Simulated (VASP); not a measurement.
Set up this calculation in VASP 6.6.1, as the native input.

- Task: single point
- Functional: PBE
- Potentials or basis: VASP PAW PBE potentials, release 64 (Te, Sb, In_d)
- Cutoff: 520 eV
- k mesh: 5 × 5 × 5
- Occupations: fermi-dirac, width 0.05 eV
- Spin: no spin polarisation
- Further INCAR settings: ALGO = Normal; EDIFF = 1e-07; NBANDS = 44

The structure of In3SbTe4 lies in POSCAR:

```
In3SbTe4
1.0
   -4.1701150000      4.1701150000      3.6065670000
    4.1701150000     -4.1701150000      3.6065670000
    4.1701150000      4.1701150000     -3.6065670000
Te Sb In
4 1 3
Direct
    0.4409510000      0.5590490000      0.5000000000
    0.0590490000      0.9409510000      0.5000000000
    0.5590490000      0.0590490000      0.1180980000
    0.9409510000      0.4409510000      0.8819020000
    0.0000000000      0.0000000000      0.0000000000
    0.0000000000      0.5000000000      0.5000000000
    0.5000000000      0.0000000000      0.5000000000
    0.5000000000      0.5000000000      0.0000000000
```

The cell comes from a database or a generator and needn't be the stable form of this composition.

One way to write it, as run:

INCAR

```
ALGO = Normal
EDIFF = 1E-7
ENCUT = 520
GGA = PE
ISIF = 2
ISMEAR = -1
LASPH = True
LCHARG = False
LREAL = False
LWAVE = False
NBANDS = 44
NELM = 100
PREC = Accurate
SIGMA = 0.05
```

KPOINTS

```
k-points
0
Gamma
  5 5 5
```

Potentials or basis: VASP PAW PBE potentials, release 64 (Te, Sb, In_d).

Launch:

```bash
$ cat potpaw_PBE.64/Te/POTCAR potpaw_PBE.64/Sb/POTCAR potpaw_PBE.64/In_d/POTCAR > POTCAR
$ mpirun -np 1 vasp_std > vasp.out
```

It gave:

The pressure is 0.2 GPa. The largest force is 0.129 eV/Å and the band gap on the k mesh is none (metal or under the smearing width).

Run time: 3.2 min on 1 thread of Intel(R) Xeon(R) 6975P-C (Granite Rapids) (shared host), peak memory 0.5 GiB.
